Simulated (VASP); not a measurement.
Wanted: the native input for a VASP 6.6.1 run.

* Task: relaxation of cell and atoms
* Functional: PBE
* Potentials or basis: VASP PAW PBE potentials, release 64 (Ba_sv, As, Mg, F)
* Cutoff: 600 eV
* k mesh: 6 × 6 × 4
* Occupations: gaussian, width 0.03 eV
* Spin: no spin polarisation
* Further INCAR settings: ALGO = Normal; EDIFF = 1e-07; IBRION = 2; EDIFFG = -0.005; NSW = 90; ISIF = 3

The structure of BaMgAsF lies in POSCAR:

```
BaMgAsF                                 
1.0
    4.4293671054      0.0000000000     -0.0000000000
    0.0000000000      4.4293671054      0.0000000000
   -0.0000000000      0.0000000000      9.7323117546
  Ba              As              Mg              F             
     2     2     2     2
Direct
     0.5000000000000000    1.0000000000000000    0.1558680920310779
     1.0000000000000000    0.5000000000000000    0.8441319079689221
     0.5000000000000000    0.0000000000000000    0.6600708389609030
     0.0000000000000000    0.5000000000000000    0.3399291610390970
     0.5000000000000000    0.5000000000000000    0.5000000000000000
     0.0000000000000000    0.0000000000000000    0.5000000000000000
     0.5000000000000000    0.5000000000000000    1.0000000000000000
     0.0000000000000000    0.0000000000000000    0.0000000000000000
```

The cell comes from a database or a generator and needn't be the stable form of this composition.

These files were run (other wordings do the same):

INCAR

```
PREC     = Accurate       # precision mode
ENCUT    = 600            # plane-wave cutoff, eV
EDIFF    = 1E-7           # SCF threshold, eV
ISMEAR   = 0              # smearing method
SIGMA    = 0.03           # smearing width, eV
LREAL    = F              # projectors in reciprocal space
LASPH    = T              # aspherical terms in the spheres
NELM     = 80             # most SCF steps
ALGO     = Normal         # electronic algorithm
ISIF     = 3              # what is computed and relaxed
LWAVE    = F              # write WAVECAR
LCHARG   = F              # write CHGCAR
GGA      = PE             # functional
IBRION   = 2              # ionic algorithm
NSW      = 90             # ionic steps
EDIFFG   = -0.005         # ionic threshold
KPAR     = 2
```

KPOINTS

```
regular mesh
0
Gamma
  6 6 4
```

Potentials or basis: VASP PAW PBE potentials, release 64 (Ba_sv, As, Mg, F).

Command:

```console
$ cat potpaw_PBE.64/Ba_sv/POTCAR potpaw_PBE.64/As/POTCAR potpaw_PBE.64/Mg/POTCAR potpaw_PBE.64/F/POTCAR > POTCAR
$ mpirun -np 2 vasp_std > vasp.out
```

It gave:

```
Relaxed volume                         : 23.86 Å³/atom
Relaxed cell                           : a = 4.428 Å, b = 4.428 Å, c = 9.735 Å, α = 90.00°, β = 90.00°, γ = 90.00°
Space group after relaxing (to 0.05 Å) : P4/nmm (No. 129)
Energy gained by relaxing              : 0.0 meV/atom
Ionic steps                            : 3
Pressure after relaxing                : 0.0 GPa
Largest force after relaxing           : 0.005 eV/Å
Band gap on the k mesh                 : 1.56 eV, direct
```

Caveat: spin-orbit coupling is left out, which moves the levels of the heavy elements.

Run time: 110 s on 2 MPI ranks on Intel(R) Xeon(R) 6975P-C (Granite Rapids) (shared host), peak memory 0.48 GiB a rank.
